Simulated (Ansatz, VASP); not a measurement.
# Tl2Te in two plane-wave programs

Aim: how closely do two programs agree when they are given the same cell, functional and k mesh? The cell is generated by rule, not measured, and may not be a known phase. The cell is taken from a series of runs on this material, whose earlier steps may have relaxed, scaled, displaced or heated it; both programs get it as it stands.

Program: Ansatz 0.2.0. Level of theory: plane waves, with VASP 6.6.1 beside it; relaxation of cell and atoms at PBEsol. Results are calculated unless marked as measured.

The structure was built from a prototype and need not be the compound's stable phase.

**1. The structure**

Symmetry: P2_1/m, No. 11, monoclinic system. The conventional cell has a = 5.424 Å, b = 7.671 Å, c = 5.424 Å, α = 90.00°, β = 90.00°, γ = 90.00°. Nearest to Te lie 8 Tl at 3.22 to 3.45 Å. Nearest to Tl lie 4 Te at 3.22 to 3.45 Å and 1 Tl at 3.55 Å. Farther neighbours and most contacts between anions are not listed.

**2. VASP: relaxation of cell and atoms, PBEsol**

The relaxed volume is the usual yardstick between codes: in a stiff, nearly cubic crystal its relative difference is about their pressure difference at one cell divided by the bulk modulus.

Lines of VASP's logs that name or quote its potential files are left out, and so is its time.

The input, INCAR:

```
SYSTEM = Tl2Te
PREC = Accurate
ENCUT = 500
EDIFF = 1E-07
NELM = 120
ISMEAR = 0
SIGMA = 0.01
LREAL = .FALSE.
ALGO = Normal
GGA = PS
NBANDS = 39
LORBIT = 11
LWAVE = .FALSE.
LCHARG = .FALSE.
ISIF = 3
IBRION = 2
NSW = 80
EDIFFG = -0.005
LASPH = .TRUE.
GGA_COMPAT = .FALSE.
NELMIN = 4
KPAR = 2
```

The input, POSCAR:

```
Tl2Te
1.0
    0.0000000000     -3.8354660000     -3.8354660000
    0.0000000000      3.8354660000     -3.8354660000
    7.6709310000      0.0000000000      0.0000000000
Te Tl
2 4
Direct
    0.4528428879      0.4645507221      0.5000000652
    0.0471571121      0.0354492779      0.0000000000
    0.9787263138      0.5159919290      0.7500000978
    0.5212736862      0.9840080710      0.2500000326
    0.9787263138      0.5159919290      0.2500000326
    0.5212736862      0.9840080710      0.7500000978
```

The input, KPOINTS:

```
Automatic mesh
0
Gamma
6 6 4
0 0 0
```

Potentials, in the order of the species: Te and Tl_d (PBE family, release 64).

Started as:

```
$ mpirun -np 2 vasp_std
```

Numbers of over 12 decimals in the logs are rounded to 6 here.

The log of the run:

```text
[banner, memory and clock lines left out]
running    2 mpi-ranks, on    1 nodes
 distrk:  each k-point on    1 cores,    2 groups
 distr:  one band on    1 cores,    1 groups

 POSCAR found type information on POSCAR TeTl
 POSCAR found :  2 types and       6 ions
|                                                                             |
|               ----> ADVICE to this user running VASP <----                  |
|                                                                             |
|     You enforced a specific xc type in the INCAR file but a different       |
|     [... a line on the potential file left out ...]
|     I HOPE YOU KNOW WHAT YOU ARE DOING!                                     |
|                                                                             |

 LDA part: xc-table for (Slater+PW92), standard interpolation
 POSCAR, INCAR and KPOINTS ok, starting setup
 FFT: planning ... GRIDC
 FFT: planning ... GRID_SOFT
 FFT: planning ... GRID
 WAVECAR not read
 entering main loop
       N       E                     dE             d eps       ncg     rms          rms(c)
DAV:   1     0.336978972819E+03    0.33698E+03   -0.29891E+04  4688   0.139E+03
DAV:   2    -0.301164211514E+01   -0.33999E+03   -0.32804E+03  5130   0.294E+02
DAV:   3    -0.186299117713E+02   -0.15618E+02   -0.15154E+02  5536   0.477E+01
DAV:   4    -0.189436615477E+02   -0.31375E+00   -0.31349E+00  5542   0.654E+00
DAV:   5    -0.189498250894E+02   -0.61635E-02   -0.61627E-02  5799   0.957E-01    0.708E+00
DAV:   6    -0.185442954639E+02    0.40553E+00   -0.68860E-01  5262   0.399E+00    0.485E+00
DAV:   7    -0.185405343812E+02    0.37611E-02   -0.36499E-01  5317   0.224E+00    0.137E+00
DAV:   8    -0.185358200760E+02    0.47143E-02   -0.55955E-02  4906   0.118E+00    0.601E-01
DAV:   9    -0.185370117613E+02   -0.11917E-02   -0.75710E-03  5020   0.423E-01    0.963E-02
DAV:  10    -0.185371706220E+02   -0.15886E-03   -0.82289E-04  5272   0.163E-01    0.435E-02
DAV:  11    -0.185376556109E+02   -0.48499E-03   -0.11509E-03  4998   0.122E-01    0.884E-02
DAV:  12    -0.185376371265E+02    0.18484E-04   -0.16260E-04  5327   0.616E-02    0.212E-02
DAV:  13    -0.185376512560E+02   -0.14130E-04   -0.37332E-05  4876   0.187E-02    0.768E-03
DAV:  14    -0.185376517059E+02   -0.44984E-06   -0.20387E-06  5755   0.684E-03    0.196E-03
DAV:  15    -0.185376526055E+02   -0.89964E-06   -0.20013E-06  4427   0.452E-03    0.208E-03
DAV:  16    -0.185376525600E+02    0.45546E-07   -0.10355E-07  3468   0.150E-03
   1 F= -.18537653E+02 E0= -.18537597E+02  d E =-.185377E+02
[... from here on, the cycles between the ionic steps are left out ...]
   2 F= -.18540090E+02 E0= -.18540027E+02  d E =-.243791E-02
   3 F= -.18545429E+02 E0= -.18545358E+02  d E =-.777595E-02
   4 F= -.18547116E+02 E0= -.18547077E+02  d E =-.946354E-02
   5 F= -.18548049E+02 E0= -.18548010E+02  d E =-.103969E-01
   6 F= -.18549406E+02 E0= -.18549366E+02  d E =-.135609E-02
   7 F= -.18549526E+02 E0= -.18549487E+02  d E =-.147631E-02
   8 F= -.18549693E+02 E0= -.18549654E+02  d E =-.167245E-03
 trial-energy change:   -0.000167  1 .order   -0.000170   -0.000649    0.000310
 step:   1.6660(harm=  1.6738)  dis= 0.00158  next Energy=   -18.549744 (dE=-0.218E-03)
 bond charge predicted
       N       E                     dE             d eps       ncg     rms          rms(c)
DAV:   1    -0.185513645669E+02   -0.16716E-02   -0.55901E-02  4764   0.126E+00    0.249E-01
DAV:   2    -0.185499886555E+02    0.13759E-02   -0.37037E-03  4918   0.360E-01    0.814E-02
DAV:   3    -0.185497590571E+02    0.22960E-03   -0.62547E-04  5199   0.148E-01    0.559E-02
DAV:   4    -0.185497402702E+02    0.18787E-04   -0.40461E-05  5210   0.361E-02    0.221E-02
DAV:   5    -0.185497392730E+02    0.99727E-06   -0.83584E-06  5899   0.189E-02    0.711E-03
DAV:   6    -0.185497394479E+02   -0.17489E-06   -0.60655E-07  4697   0.382E-03    0.463E-03
DAV:   7    -0.185497394897E+02   -0.41805E-07   -0.53444E-08  3038   0.118E-03
   9 F= -.18549739E+02 E0= -.18549700E+02  d E =-.213756E-03
 curvature:  -1.15 expect dE=-0.100E-04 dE for cont linesearch -0.905E-07
 trial: gam= 0.01802 g(F)=  0.521E-05 g(S)=  0.352E-05 ort = 0.533E-05 (trialstep = 0.231E+01)
 search vector abs. value=  0.903E-05
 reached required accuracy - stopping structural energy minimisation
```

From OUTCAR (step 2):

```text
ion  position               nearest neighbor table
   1  0.453  0.465  0.500-   3 3.22   5 3.22   4 3.26   6 3.26   4 3.43   6 3.43   3 3.45   5 3.45

  LATTYP: Found a simple tetragonal cell.
 ALAT       =     5.4241680352
 C/A-ratio  =     1.4142133780

 Subroutine GETGRP returns: Found  4 space group operations
 (whereof  2 operations were pure point group operations)

The static configuration has the point symmetry C_1h.
 The point group associated with its full space group is C_2h.

 Found     60 irreducible k-points:

   k-points           NKPTS =     60   k-points in BZ     NKDIM =     60   number of bands    NBANDS=     39

   dimension x,y,z NGX =    40 NGY =   40 NGZ =   56
   dimension x,y,z NGXF=    80 NGYF=   80 NGZF=  112

   ENCUT  =  500.0 eV  36.75 Ry    6.06 a.u.   9.89  9.89 13.99*2*pi/ulx,y,z

   NELECT =      64.0000    total number of electrons

 k-points in reciprocal lattice and weights: Automatic mesh
   0.00000000  0.00000000  0.00000000       0.007
   0.16666667  0.00000000  0.00000000       0.014
   0.00000000  0.16666667  0.00000000       0.014
   0.33333333  0.00000000  0.00000000       0.014
   0.00000000  0.33333333  0.00000000       0.014
   0.50000000  0.00000000  0.00000000       0.007
   0.00000000  0.50000000  0.00000000       0.007
   0.16666667  0.16666667  0.00000000       0.014
  -0.16666667  0.16666667  0.00000000       0.014
[...]
-0.33333333  0.50000000  0.50000000       0.014
   0.50000000  0.50000000  0.50000000       0.007

 average (electrostatic) potential at core
       1 -89.7173       2 -89.7173       3 -84.9745       4 -84.9745       5 -84.9745
       6 -84.9745

 E-fermi :   4.3283

 k-point     1 :       0.0000    0.0000    0.0000
  band No.  band energies     occupation
    ...
     29       2.4715      2.00000
     30       2.5019      2.00000
     31       2.7417      2.00000
     32       3.8531      2.00000
     33       3.9403      2.00000
     34       4.8755      0.00000
     35       5.0385      0.00000
     36       5.8953      0.00000
     37       7.5303      0.00000
     38       8.2773      0.00000
    ...

 k-point     2 :       0.1667    0.0000    0.0000
  band No.  band energies     occupation
    ...
     28       1.5015      2.00000
     29       2.3579      2.00000
     30       2.4509      2.00000
     31       2.7550      2.00000
     32       4.0445      2.00000
     33       4.3855      0.00000
     34       5.2303      0.00000
     35       5.2653      0.00000
     36       5.9052      0.00000
     37       6.9967      0.00000
    ...

 k-point     3 :       0.0000    0.1667    0.0000
  band No.  band energies     occupation
    ...
     28       1.5146      2.00000
     29       2.3378      2.00000
     30       2.4477      2.00000
     31       2.7354      2.00000
     32       3.9821      2.00000
     33       4.3936      0.00000
     34       5.2771      0.00000
     35       5.3951      0.00000
     36       5.7984      0.00000
     37       6.9805      0.00000
    ...

  Total       -0.0095622      0.0019215      0.0034496      0.0000000      0.0128604      0.0000000
  in kB       -0.0677874      0.0136218      0.0244547      0.0000000      0.0911685      0.0000000
  external PRESSURE =      -0.0099036 kB  Pullay stress =       0.0000000 kB

  energy-cutoff  :      500.00
  volume of cell :      226.01
      direct lattice vectors                 reciprocal lattice vectors
     0.000000000 -3.732509771 -3.936684867     0.000000000 -0.133962668 -0.127006111
     0.000000000  3.700494433 -3.903183109     0.000000000  0.135112495 -0.128104922
     7.756856387  0.000000000  0.000000000     0.128918205  0.000000000  0.000000000

 POSITION                                       TOTAL-FORCE (eV/Angst)
 -----------------------------------------------------------------------------------
      3.87843      0.03476     -3.60707        -0.000000      0.002452      0.001399
      0.00000     -0.05077     -0.31286        -0.000000     -0.002452     -0.001399
      5.82141     -1.73861     -5.86675        -0.003865     -0.002548      0.001248
      1.94298      1.69059     -5.89306        -0.003865      0.002548     -0.001248
      1.93545     -1.73861     -5.86675         0.003865     -0.002548      0.001248
      5.81388      1.69059     -5.89306         0.003865      0.002548     -0.001248
 -----------------------------------------------------------------------------------
    total drift:                               -0.001571      0.000252     -0.000401

  FREE ENERGIE OF THE ION-ELECTRON SYSTEM (eV)
  ---------------------------------------------------
  free  energy   TOTEN  =       -18.5497394897 eV

  energy  without entropy=      -18.5496611300  energy(sigma->0) =      -18.54970031

 reached required accuracy - stopping structural energy minimisation

 total charge
# of ion       s       p       d       tot
------------------------------------------
    1        1.396   1.941   0.018   3.354
    2        1.396   1.941   0.018   3.354
    3        1.249   0.273   9.647  11.169
    4        1.249   0.273   9.647  11.169
    5        1.249   0.273   9.647  11.169
    6        1.249   0.273   9.647  11.169
--------------------------------------------------
tot          7.788   4.975  38.622  51.385

[... 3 further parts left out ...]
```

The run keeps the 4 symmetry operations of its start, so it cannot find a distortion of lower symmetry.

[end of part 1 of 2]

[Lines on the potential files, build, host, timing and source positions are cut from VASP's logs without a mark.]

[Logs are printed without paths, hosts, clocks, repeated set-up lines and the standing remarks that a program may print on its own settings, such as how far it seeks lower states.]

[Hosts, paths, dates, database ids (printed as entryN), source tags and the programs' standing remarks are cut or masked in the printed files.]
